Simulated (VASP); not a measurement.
```
CELL_PARAMETERS angstrom
      0.00000     2.13208     2.13208
      2.13208     0.00000     2.13208
      2.13208     2.13208     0.00000
ATOMIC_POSITIONS crystal
  Ti 0.00000 0.00000 0.00000
  C  0.50000 0.50000 0.50000
```

Calculation: LDA (Ceperley-Alder, Perdew-Zunger), VASP's LDA PAW potentials (set 64) (plane waves; VASP). Numerical set-up: 620 eV cut-off, 15×15×15 Γ-centred mesh, first-order Methfessel-Paxton smearing of 0.10 eV, potentials Ti_sv C.

### Question
The ions, cell shape and volume at an external pressure of 5.0 GPa are relaxed. Give the cell that the relaxation ends in.

### Answer

```
CELL_PARAMETERS angstrom
      0.00000     2.11965     2.11965
      2.11965     0.00000     2.11965
      2.11965     2.11965     0.00000
ATOMIC_POSITIONS crystal
  Ti 0.00000 0.00000 0.00000
  C  0.50000 0.50000 0.50000
```
Space group Fm-3m (225), at a tolerance of 0.03 Å.

### Question
How do energy and volume change from the first to the last step?

### Answer
The energy (σ→0) changes by +2.5 meV/atom and the volume by -1.7 %, in 3 ionic steps.

| step | E(σ→0) (eV) | max force (eV/Å) | pressure (GPa) | volume (Å³) |
|---|---|---|---|---|
| 1 | -20.5398 | 0.000 | -0.19 | 19.38 |
| 2 | -20.5040 | 0.000 | 13.87 | 18.52 |
| 3 | -20.5348 | 0.000 | 4.97 | 19.05 |

The compound is TiC in the rock salt structure. This run relaxes it under an external pressure of 5 GPa. Symmetry was kept, so distortions that lower it aren't found.
